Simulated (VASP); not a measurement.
An input for Ansatz (written as the equivalent of a VASP run, and not itself run):

Ansatz 0.2 input:
```yaml
crystal:
  lattice:
    - [0.0000000, 2.6203878, 2.6203878]
    - [2.6203878, 0.0000000, 2.6203878]
    - [2.6203878, 2.6203878, 0.0000000]
  atoms:
    - { symbol: Ge, position: [0.0000000, 0.0000000, 0.0000000] }
    - { symbol: S, position: [0.2500000, 0.2500000, 0.2500000] }
kpoints:
  mp_grid: { grid: [12, 12, 12] }
hamiltonian:
  xc: pbesol
  pseudopotentials: { kind: paw }
scf:
  occupations: { method: methfessel_paxton, width: 0.1 }
  max_iter: 100
relax:
  max_steps: 40
  f_tol: 0.02
  cell: { p_target: 30 }
output: { forces: true, stress: true, eigenvalues: true }
```

**Question.** Translate this input to VASP (INCAR, KPOINTS, POSCAR, choice of POTCAR).

**Answer.** Several could match; the one computed here: 
### POSCAR
```
GeS
1
    0.0000000000     2.6203877940     2.6203877940
    2.6203877940     0.0000000000     2.6203877940
    2.6203877940     2.6203877940    -0.0000000000
Ge S
1 1
Direct
  0.0000000000   0.0000000000   0.0000000000
  0.2500000000   0.2500000000   0.2500000000
```

### INCAR
```
SYSTEM=GeS
PREC=Accurate; ENCUT=500; LREAL=F
LASPH=T
EDIFF=1E-6; NELM=100; ALGO=Normal
LMAXMIX=4
ISMEAR=1; SIGMA=0.1
GGA=PS
IBRION=2; NSW=40; ISIF=3
EDIFFG=-0.02; PSTRESS=300
LWAVE=F; LCHARG=F
```

**KPOINTS**
```
Regular mesh
0
Gamma
 12 12 12
0 0 0
```

POTCAR, in this order: Ge_d S (PBE.64 set). Program: vasp_std.

Limits of the translation: each code has its own PAW files, so the cut-off isn't converted (ENCUT is set for VASP's; basis.ecutwfc is left out, and Ansatz then takes the one that its files recommend); Ansatz stops its SCF on the density residual and VASP on the energy change (EDIFF).

The structure was generated: GeS was put into the zinc blende type (F-43m), which need not be its known phase. It was relaxed first under an external pressure of 30 GPa.
